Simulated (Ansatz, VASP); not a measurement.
# Cross-check of Hf2COF (Hf2COF MXene monolayer) between VASP and Ansatz, part 2 of 2

Aim: how closely do two programs agree when they are given the same cell, functional and k mesh? Of the first pair: The structure shown is the start of the Ansatz relaxation below; VASP solves that cell, so the two are compared at the walk's first step.

VASP 6.6.1 and Ansatz 0.2.0.

So far: The starting structure; Ansatz: relaxation, PBE with D3(BJ).

### Step 3. VASP: single point, PBE with D3(BJ), start cell, pair 1

Level of this step: PBE with D3(BJ), zero-moment start; plane waves and PAW (F, Hf_pv, C, O) (VASP).

The same cell, functional, mesh and smearing now go to VASP, with its own data sets.

Lines of VASP's logs that name or quote its potential files are left out, and so is its time.

File INCAR:

```
SYSTEM = Hf2COF
PREC = Accurate
ENCUT = 520
EDIFF = 1E-06
NELM = 200
ISMEAR = -1
SIGMA = 0.05
LREAL = .FALSE.
ALGO = Normal
GGA = PE
IVDW = 12
NBANDS = 27
ISPIN = 2
MAGMOM = 0 0 0 -0 0
LASPH = .TRUE.
LMAXMIX = 4
LORBIT = 11
LWAVE = .FALSE.
LCHARG = .FALSE.
ISIF = 2
LDIPOL = .TRUE.
IDIPOL = 3
DIPOL = 0.5 0.5 0.499
LVHAR = .TRUE.
GGA_COMPAT = .FALSE.
NELMDL = -8
KPAR = 2
```

File POSCAR:

```
Hf2COF
1.0
    3.2890000000      0.0000000000      0.0000000000
   -1.6445000000      2.8483580000      0.0000000000
    0.0000000000      0.0000000000     40.5718150000
F Hf C O
1 2 1 1
Direct
    0.3333332748      0.6666665496      0.4411929809
    0.6666666081      0.3333332163      0.4657812080
    0.3333332748      0.6666665496      0.5297542888
    0.9999999415      0.9999998829      0.4977677484
    0.6666666081      0.3333332163      0.5588070191
```

File KPOINTS:

```
Automatic mesh
0
Gamma
12 12 1
0 0 0
```

The projector-augmented-wave data sets are F, Hf_pv, C and O (PBE family, release 64).

Launch:

```
mpirun -np 2 vasp_std
```

Numbers of over 12 decimals in the logs are rounded to 6 here.

The log of the run:

```text
[banner, memory and clock lines left out]
running    2 mpi-ranks, on    1 nodes
 distrk:  each k-point on    1 cores,    2 groups
 distr:  one band on    1 cores,    1 groups

 POSCAR found type information on POSCAR F HfC O
 POSCAR found :  4 types and       5 ions
 LDA part: xc-table for (Slater+PW92), standard interpolation
 POSCAR, INCAR and KPOINTS ok, starting setup
 FFT: planning ... GRIDC
 FFT: planning ... GRID_SOFT
 FFT: planning ... GRID
 WAVECAR not read
 entering main loop
       N       E                     dE             d eps       ncg     rms          rms(c)
DAV:   1     0.272166813500E+03    0.27217E+03   -0.17016E+04  2596   0.102E+03
DAV:   2    -0.149694415272E+02   -0.28714E+03   -0.27659E+03  2911   0.247E+02
DAV:   3    -0.538589022157E+02   -0.38889E+02   -0.38607E+02  2541   0.891E+01
DAV:   4    -0.548591520892E+02   -0.10002E+01   -0.99520E+00  2744   0.155E+01
DAV:   5    -0.548798936921E+02   -0.20742E-01   -0.20679E-01  2768   0.212E+00
DAV:   6    -0.548805882356E+02   -0.69454E-03   -0.69343E-03  2781   0.397E-01
DAV:   7    -0.548806141990E+02   -0.25963E-04   -0.25943E-04  2744   0.716E-02
DAV:   8    -0.548806154050E+02   -0.12060E-05   -0.12048E-05  2706   0.160E-02    0.707E+01
DAV:   9    -0.465643921384E+02    0.83162E+01   -0.47858E+01  2528   0.344E+01    0.513E+01
DAV:  10    -0.487883043418E+02   -0.22239E+01   -0.33510E+01  2826   0.248E+01    0.133E+01
DAV:  11    -0.459837736170E+02    0.28045E+01   -0.18127E+01  2949   0.238E+01    0.393E+00
DAV:  12    -0.460673902357E+02   -0.83617E-01   -0.27403E+00  2741   0.641E+00    0.472E+00
DAV:  13    -0.460529897011E+02    0.14401E-01   -0.12902E-01  2768   0.164E+00    0.395E+00
DAV:  14    -0.460524575052E+02    0.53220E-03   -0.60967E-03  2864   0.379E-01    0.345E+00
[...]
DAV:  27    -0.460376988052E+02   -0.30761E-04   -0.43343E-06  1836   0.414E-03    0.836E-03
DAV:  28    -0.460377062577E+02   -0.74525E-05   -0.84039E-07  2023   0.360E-03    0.114E-03
DAV:  29    -0.460377102973E+02   -0.40395E-05   -0.29521E-07  1956   0.191E-03    0.244E-03
DAV:  30    -0.460377147730E+02   -0.44757E-05   -0.41759E-07  1832   0.143E-03    0.441E-04
DAV:  31    -0.460377173572E+02   -0.25842E-05   -0.16366E-07  1989   0.132E-03    0.703E-04
DAV:  32    -0.460377193331E+02   -0.19759E-05   -0.11329E-07  1925   0.139E-03    0.715E-04
DAV:  33    -0.460377207359E+02   -0.14028E-05   -0.10795E-07  1851   0.129E-03    0.468E-04
DAV:  34    -0.460377215497E+02   -0.81378E-06   -0.48444E-08  1885   0.939E-04
   1 F= -.46923317E+02 E0= -.46914585E+02  d E =-.174633E-01  mag=     0.0000
```

From OUTCAR (step 3):

```text
ion  position               nearest neighbor table
   1  0.333  0.667  0.441-   2 2.14   2 2.14   2 2.15
   2  0.667  0.333  0.466-   1 2.14   1 2.14   1 2.15   4 2.30   4 2.30   4 2.30   3 3.22   3 3.22
                             3 3.22
   3  0.333  0.667  0.530-   5 2.24   5 2.24   5 2.24   4 2.30   4 2.30   4 2.30   2 3.22   2 3.22
                             2 3.22
   4  1.000  1.000  0.498-   3 2.30   2 2.30   3 2.30   2 2.30   2 2.30   3 2.30
   5  0.667  0.333  0.559-   3 2.24   3 2.24   3 2.24

  LATTYP: Found a hexagonal cell.
 ALAT       =     3.2890000000
 C/A-ratio  =    12.3356080876

 Subroutine GETGRP returns: Found  6 space group operations
 (whereof  6 operations were pure point group operations)

The static configuration has the point symmetry C_3v.

 Found     19 irreducible k-points:

   k-points           NKPTS =     19   k-points in BZ     NKDIM =     19   number of bands    NBANDS=     27

   dimension x,y,z NGX =    24 NGY =   24 NGZ =  320
   dimension x,y,z NGXF=    48 NGYF=   48 NGZF=  640

   ENCUT  =  520.0 eV  38.22 Ry    6.18 a.u.   6.12  6.12 75.44*2*pi/ulx,y,z

   NELECT =      37.0000    total number of electrons

 k-points in reciprocal lattice and weights: Automatic mesh
   0.00000000  0.00000000  0.00000000       0.007
   0.08333333  0.00000000  0.00000000       0.042
   0.16666667  0.00000000  0.00000000       0.042
   0.25000000  0.00000000  0.00000000       0.042
   0.33333333  0.00000000  0.00000000       0.042
   0.41666667  0.00000000  0.00000000       0.042
   0.50000000  0.00000000  0.00000000       0.021
   0.08333333  0.08333333  0.00000000       0.042
   0.16666667  0.08333333  0.00000000       0.083
[...]
0.33333333  0.25000000  0.00000000       0.083
   0.33333333  0.33333333  0.00000000       0.014

 dipolmoment           0.000000      0.000000      0.268739 electrons x Angstroem

 average (electrostatic) potential at core
       1 -86.7658       2 -46.2183       3 -45.1698       4 -57.0048       5 -77.4194

 E-fermi :  -2.6220

 spin component 1
 k-point     1 :       0.0000    0.0000    0.0000
  band No.  band energies     occupation
    ...
     14      -6.3863      1.00000
     15      -6.3863      1.00000
     16      -5.0076      1.00000
     17      -4.3394      1.00000
     18      -4.3394      1.00000
     19      -2.5979      0.38145
     20      -1.9307      0.00000
     21      -1.9307      0.00000
     22      -1.4311      0.00000
     23      -1.0474      0.00000
    ...

 k-point     2 :       0.0833    0.0000    0.0000
  band No.  band energies     occupation
    ...
     14      -6.5143      1.00000
     15      -6.3407      1.00000
     16      -4.9739      1.00000
     17      -4.6690      1.00000
     18      -4.4697      1.00000
     19      -2.5299      0.13680
     20      -1.9781      0.00000
     21      -1.7324      0.00000
     22      -1.3685      0.00000
     23      -0.9415      0.00000
    ...

 k-point     3 :       0.1667    0.0000    0.0000
  band No.  band energies     occupation
    ...
     15      -6.2309      1.00000
     16      -5.5790      1.00000
     17      -4.7282      1.00000
     18      -4.7045      1.00000
     19      -2.6395      0.58617
     20      -1.9866      0.00000
     21      -1.2491      0.00000
     22      -1.1068      0.00000
     23      -0.5901      0.00000
     24      -0.1734      0.00000
    ...

 k-point     4 :       0.2500    0.0000    0.0000
  band No.  band energies     occupation
    ...
     15      -6.1321      1.00000
     16      -6.0259      1.00000
     17      -4.9207      1.00000
     18      -4.8549      1.00000
     19      -2.9784      0.99920
     20      -1.6108      0.00000
     21      -0.7333      0.00000
     22      -0.6174      0.00000
     23      -0.0119      0.00000
     24       0.4101      0.00000
    ...

 k-point     5 :       0.3333    0.0000    0.0000
  band No.  band energies     occupation
    ...
     15      -6.1161      1.00000
     16      -5.9638      1.00000
     17      -5.1617      1.00000
     18      -4.9590      1.00000
     19      -3.2629      1.00000
     20      -1.0356      0.00000
     21      -0.3342      0.00000
     22       0.0774      0.00000
     23       0.5014      0.00000
     24       1.0351      0.00000
    ...

 k-point     6 :       0.4167    0.0000    0.0000
  band No.  band energies     occupation
    ...
     15      -6.1549      1.00000
     16      -5.8321      1.00000
     17      -5.4044      1.00000
     18      -4.9066      1.00000
     19      -3.4157      1.00000
     20      -0.5821      0.00000
     21      -0.1794      0.00000
     22       0.6777      0.00000
     23       1.1631      0.00000
     24       2.0136      0.00000
    ...

 Edisp (eV)   -0.88560

  Total      -1.71137    -1.71137    -0.91061    -0.00000     0.00000     0.00000
  in kB      -7.21393    -7.21393    -3.83849    -0.00000     0.00000     0.00000
  external pressure =       -6.09 kB  Pullay stress =        0.00 kB

  energy-cutoff  :      520.00
  volume of cell :      380.09
      direct lattice vectors                 reciprocal lattice vectors
     3.289000000  0.000000000  0.000000000     0.304043782  0.175539732  0.000000000
    -1.644500000  2.848358000  0.000000000     0.000000000  0.351079464  0.000000000
     0.000000000  0.000000000 40.571815000     0.000000000  0.000000000  0.024647653

 POSITION                                       TOTAL-FORCE (eV/Angst)
 -----------------------------------------------------------------------------------
     -0.00000      1.89890     17.90000         0.000000      0.000000     -3.006447
      1.64450      0.94945     18.89759        -0.000000      0.000000      3.947259
     -0.00000      1.89890     21.49309        -0.000000      0.000000      3.680633
      1.64450      2.84836     20.19534        -0.000000      0.000000     -1.631859
      1.64450      0.94945     22.67181         0.000000     -0.000000     -2.989586
 -----------------------------------------------------------------------------------
    total drift:                                0.000000      0.001222     -0.000481

  FREE ENERGIE OF THE ION-ELECTRON SYSTEM (eV)
  ---------------------------------------------------
  free  energy   TOTEN  =       -46.9233166337 eV

  energy  without entropy=      -46.9058533261  energy(sigma->0) =      -46.91458498

 vacuum level on the upper side and lower side of the slab         4.295        -0.896

 total charge
# of ion       s       p       d       tot
------------------------------------------
    1        1.742   4.406   0.000   6.148
    2        0.304   6.494   1.716   8.514
    3        0.298   6.568   1.505   8.371
    4        0.866   1.549   0.000   2.416
    5        1.570   3.371   0.000   4.941
--------------------------------------------------
tot          4.781  22.388   3.221  30.390

 magnetization (x)
# of ion       s       p       d       tot
------------------------------------------
    1        0.000   0.000   0.000   0.000
    2        0.000   0.000   0.000   0.000
    3        0.000   0.000   0.000   0.000
    4        0.000  -0.000   0.000  -0.000
    5       -0.000   0.000   0.000   0.000
--------------------------------------------------
tot          0.000   0.000   0.000   0.000

[... 6 further parts left out ...]
```

This run allows spin, but its moments start at zero, where symmetry between the spins tends to hold them. Its electron count is odd, so without a moment it is a metal by construction. Harder data sets than Hf_pv exist (the GW ones), and pressures, volumes and forces can shift noticeably with them.

### Step 4. Side by side

Known differences besides the potentials themselves: Ansatz cuts the interaction across the vacuum, VASP repeats the sheet with a dipole correction; the data sets hold 69 valence electrons in Ansatz (on its PAW soft_1 files) and 37 in VASP; the cutoff is 420 eV in Ansatz and 520 eV in VASP. Total energies have different zeros and are not compared.

Forces (eV/Å; atoms numbered as in POSCAR):

```csv
atom,"Ansatz x, y, z","VASP x, y, z"
F1,"0.000, 0.000, -3.192","0.000, 0.000, -3.006"
Hf2,"0.000, 0.000, 4.026","0.000, 0.000, 3.947"
Hf3,"0.000, 0.000, 3.617","0.000, 0.000, 3.681"
C4,"0.000, 0.000, -1.615","0.000, 0.000, -1.632"
O5,"0.000, 0.000, -2.836","0.000, 0.000, -2.990"
```

The forces differ by 68 meV/Å r.m.s., which is 3.7 % of the r.m.s. force of 1.821 eV/Å (both taken over all components). Moments aren't recorded for both runs of this pair, so they may hold unlike magnetic states. With vacuum in the cell, a pressure given here is an average over mostly empty space and none of the material.

### Step 5. Other set-ups

Further runs change the set-up of one program: Ansatz's method, potentials or start, or VASP's data sets, cutoff or form of LDA. The table gives that difference for each run.

| run | r.m.s. force difference (meV/Å) |
| --- | --- |
| as above | 68 |
| VASP with the data sets F, Hf_sv, C and O | 45 |

### Step 6. Ansatz: relaxation, PBE with D3(BJ)

This run makes the geometry at which the two programs are then compared.

The structure compared here is the end of the Ansatz relaxation.

File input.yaml:

```yaml
crystal:
  lattice:
    - [3.289, 0.0, 0.0]
    - [-1.6445, 2.848357553, 0.0]
    - [0.0, 0.0, 40.5718145983]
  atoms:
    - { symbol: F, position: [0.3333333333, 0.6666666667, 0.4411929853] }
    - { symbol: Hf, position: [0.6666666667, 0.3333333333, 0.4657812231], spin: 1.0 }
    - { symbol: C, position: [0.0, 0.0, 0.4977677583] }
    - { symbol: Hf, position: [0.3333333333, 0.6666666667, 0.5297542934], spin: 1.0 }
    - { symbol: O, position: [0.6666666667, 0.3333333333, 0.5588070147] }
  periodic: [true, true, false]
magnetization:
  spin_polarized: true
kpoints:
  mp_grid: { grid: [12, 12, 1] }
hamiltonian:
  xc: pbe
  dispersion: d3bj
  pseudopotentials: { kind: paw, azcp: { folder: soft_1 } }
scf:
  occupations: { method: fermi_dirac, width: 0.05 }
  convergence: { dr2_threshold: 1.0e-09 }
relax:
  f_tol: 0.004
  max_steps: 90
  cell: {}
output:
  write_potential: true
  write_density: true
  volumetric_format: npy
```

Launch:

```
ansatz run input.yaml --threads 2 --pin off --max-ram 3072MiB --backend cpu --events-out ev --progress --plain --runs-dir out
```

The log of the run:

```text
[...]
Crystal: 5 atoms, lattice volume = 380.087 Å³
Basis set: ecut = 420 eV, 7587 PW (Γ), exchange–correlation on 48×48×576 points (8 copies of the dense FFT grid, shifted against one another)
Bands: 43, of which v1, the nominal top of the filled ones, is band 35 counted from 1 (34 counted from 0)
[...]
cell:  # Å, volume = 369.8070 Å³
    - [3.244218, 0, 0]
    - [-1.622109, 2.809575, 0]
    - [0, 0, 40.5718145983]
  atoms:
    - { symbol: F, position: [0.333333, 0.666667, 0.435752] }
    - { symbol: Hf, position: [0.666667, 0.333333, 0.468753] }
    - { symbol: C, position: [2.9657902594616916e-19, 0, 0.498417] }
    - { symbol: Hf, position: [0.333333, 0.666667, 0.533124] }
    - { symbol: O, position: [0.666667, 0.333333, 0.557257] }
[key lines of the parts left out:]
SCF converged after 4 iterations
Magnetization: 0.0000 μB (34.5000 up, 34.5000 down)
Free energy (F): -33077.651556 eV
Fermi energy:    -4.221705 eV
P = ½ c Tr σ = -0.0183 N/m
```

### Step 7. VASP: single point, PBE with D3(BJ), relaxed cell, pair 2

The same cell, functional, mesh and smearing now go to VASP, with its own data sets.

INCAR is that of step 3.

File POSCAR:

```
Hf2COF
1.0
    3.2442179305      0.0000000000      0.0000000000
   -1.6221089652      2.8095751432      0.0000000000
    0.0000000000      0.0000000000     40.5718145983
F Hf C O
1 2 1 1
Direct
    0.3333333333      0.6666666667      0.4357517429
    0.6666666666      0.3333333334      0.4687533467
    0.3333333333      0.6666666667      0.5331238225
    1.0000000000      0.0000000000      0.4984174254
    0.6666666666      0.3333333334      0.5572569372
```

KPOINTS is that of step 3.

Launch:

```
mpirun -np 2 vasp_std
```

The log of the run:

```text
[... set-up lines as in an earlier step ...]
 entering main loop
       N       E                     dE             d eps       ncg     rms          rms(c)
DAV:   1     0.270036556790E+03    0.27004E+03   -0.17070E+04  2612   0.102E+03
DAV:   2    -0.163809671038E+02   -0.28642E+03   -0.27713E+03  2936   0.247E+02
DAV:   3    -0.543095619054E+02   -0.37929E+02   -0.37650E+02  2585   0.873E+01
DAV:   4    -0.551691499023E+02   -0.85959E+00   -0.85521E+00  2701   0.147E+01
[...]
DAV:  29    -0.469736610504E+02   -0.38377E-05   -0.40560E-08  2013   0.567E-04    0.271E-04
DAV:  30    -0.469736638297E+02   -0.27793E-05   -0.66718E-08  1961   0.568E-04    0.994E-05
DAV:  31    -0.469736645554E+02   -0.72569E-06   -0.89821E-09  2048   0.291E-04
   1 F= -.47880223E+02 E0= -.47872900E+02  d E =-.146453E-01  mag=    -0.0000
```

From OUTCAR (step 7):

```text
 Edisp (eV)   -0.90656

  Total      -0.76541    -0.76541    -0.71978    -0.00000     0.00000    -0.00000
  in kB      -3.31613    -3.31613    -3.11844    -0.00000     0.00000    -0.00000
  external pressure =       -3.25 kB  Pullay stress =        0.00 kB

 POSITION                                       TOTAL-FORCE (eV/Angst)
 -----------------------------------------------------------------------------------
     -0.00000      1.87305     17.67924         0.000000      0.000000      0.141387
      1.62211      0.93653     19.01817        -0.000000      0.000000     -0.035385
     -0.00000      1.87305     21.62980        -0.000000      0.000000      0.082042
      0.00000      0.00000     20.22170        -0.000000      0.000000     -0.001991
      1.62211      0.93653     22.60893         0.000000     -0.000000     -0.186053
 -----------------------------------------------------------------------------------
    total drift:                                0.000001     -0.000001     -0.000241

  FREE ENERGIE OF THE ION-ELECTRON SYSTEM (eV)
  ---------------------------------------------------
  free  energy   TOTEN  =       -47.8802228133 eV

  energy  without entropy=      -47.8655775622  energy(sigma->0) =      -47.87290019

 magnetization (x)
# of ion       s       p       d       tot
------------------------------------------
    1        0.000   0.000   0.000   0.000
    2       -0.000  -0.000  -0.000  -0.000
    3       -0.000  -0.000  -0.000  -0.000
    4        0.000   0.000   0.000   0.000
    5        0.000   0.000   0.000   0.000
--------------------------------------------------
tot          0.000   0.000  -0.000  -0.000

[... 1 part as in an earlier step ...]

[... 2 further parts left out ...]
[key lines of the parts left out:]
E-fermi :  -2.5171
```

### Step 8. Differences

What differs besides the data sets and the points named for the pairs above, as far as they apply: the data sets hold 69 valence electrons in Ansatz (on its PAW soft_1 files) and 37 in VASP. Total energies have different zeros and are not compared.

Forces (eV/Å; atoms numbered as in POSCAR):

| atom | Ansatz x, y, z | VASP x, y, z |
| --- | --- | --- |
| F1 | 0.000, 0.000, 0.001 | 0.000, 0.000, 0.141 |
| Hf2 | 0.000, 0.000, 0.000 | 0.000, 0.000, -0.035 |
| Hf3 | 0.000, 0.000, -0.001 | 0.000, 0.000, 0.082 |
| C4 | 0.000, 0.000, 0.000 | 0.000, 0.000, -0.002 |
| O5 | 0.000, 0.000, 0.000 | 0.000, 0.000, -0.186 |

The forces differ by 65 meV/Å r.m.s., where the r.m.s. force is 0.000 eV/Å in Ansatz and 0.065 eV/Å in VASP: the atoms lie near their places of rest in Ansatz, so a percentage would say little (all taken over all components). With vacuum in the cell, a pressure given here is an average over mostly empty space and none of the material.

### Step 9. Results

```
r.m.s. force difference (single point, PBE with D3(BJ), start cell, pair 1)   : 3.7 % of the r.m.s. force
r.m.s. force difference (single point, PBE with D3(BJ), relaxed cell, pair 2) : 65 meV/Å
```

In words: The r.m.s. force difference is 65 meV/Å (single point, PBE with D3(BJ), relaxed cell, pair 2), beyond the 12 meV/Å picked in this series as the mark of a large difference. The data sets hold unlike numbers of valence electrons (69 in Ansatz and 37 in VASP), so part of the differences comes from the potentials. Single point, PBE with D3(BJ), start cell, pair 1, VASP with the data sets F, Hf_sv, C and O: r.m.s. force difference goes from 68 to 45 meV/Å. What causes the difference of the single point, PBE with D3(BJ), relaxed cell, pair 2 pair stays open here. Such differences can come from data sets, numerical settings and the points named under the comparisons, not from the functional's error against experiment.

[Lines on the potential files, build, host, timing and source positions are cut from VASP's logs without a mark.]

[Logs are printed without paths, hosts, clocks, repeated set-up lines and the standing remarks that a program may print on its own settings, such as how far it seeks lower states.]

[Hosts, paths, dates, database ids (printed as entryN), source tags and the programs' standing remarks are cut or masked in the printed files.]
